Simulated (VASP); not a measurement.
An input for Ansatz (written as the equivalent of a VASP run, and not itself run):

Ansatz 0.2 input:
```yaml
crystal:
  lattice:
    - [0.0000000, 4.1304120, 4.1304120]
    - [4.1304120, 0.0000000, 4.1304120]
    - [4.1304120, 4.1304120, 0.0000000]
  atoms:
    - { symbol: Mo, position: [0.0000000, 0.0000000, 0.0000000] }
    - { symbol: Y, position: [0.5000000, 0.5000000, 0.5000000] }
    - { symbol: Y, position: [0.2500000, 0.2500000, 0.2500000] }
    - { symbol: Y, position: [0.7500000, 0.7500000, 0.7500000] }
kpoints:
  mp_grid: { grid: [5, 5, 5] }
hamiltonian:
  xc: pbe
  pseudopotentials: { kind: paw }
scf:
  occupations: { method: fermi_dirac, width: 0.1 }
  max_iter: 100
output: { forces: true, stress: true, eigenvalues: true }
```

Q: Write the VASP files for the same calculation (PBE).

A: One answer among several that fit: 
INCAR:
```
# general
SYSTEM   =  Y3Mo
PREC     =  Accurate
ENCUT    =  300   # plane-wave cut-off (eV)
LREAL    =  .FALSE.   # projection in real space or not
LASPH    =  .TRUE.   # aspherical one-centre terms

# electronic loop
EDIFF    =  1E-6   # SCF stop (eV)
NELM     =  100   # most electronic steps
ALGO     =  Normal
LMAXMIX  =  4   # l cut-off of mixed one-centre charges

# smearing
ISMEAR   =  -1   # Fermi-Dirac
SIGMA    =  0.1

# functional
GGA      =  PE   # PBE

# ions
ISIF     =  2

# output
LWAVE    =  .FALSE.
LCHARG   =  .FALSE.
```

KPOINTS:
```
Automatic
0
gamma
  5 5 5
```

File POSCAR:
```
Y3Mo
1
    0.0000000000     4.1304120000     4.1304120000
    4.1304120000     0.0000000000     4.1304120000
    4.1304120000     4.1304120000     0.0000000000
Mo Y
1 3
Direct
  0.0000000000   0.0000000000   0.0000000000
  0.5000000000   0.5000000000   0.5000000000
  0.2500000000   0.2500000000   0.2500000000
  0.7500000000   0.7500000000   0.7500000000
```

POTCAR, in this order: Mo_sv Y_sv (PBE.64 set). Program: vasp_std.

The two are equivalent in intent, not identical: each code has its own PAW files, so the cut-off isn't converted (ENCUT is set for VASP's; basis.ecutwfc is left out, and Ansatz then takes the one that its files recommend); Ansatz stops its SCF on the density residual and VASP on the energy change (EDIFF).

The structure was generated: Y3Mo was put into an ordered model structure, which need not be its known phase. The cell was not relaxed at this level.
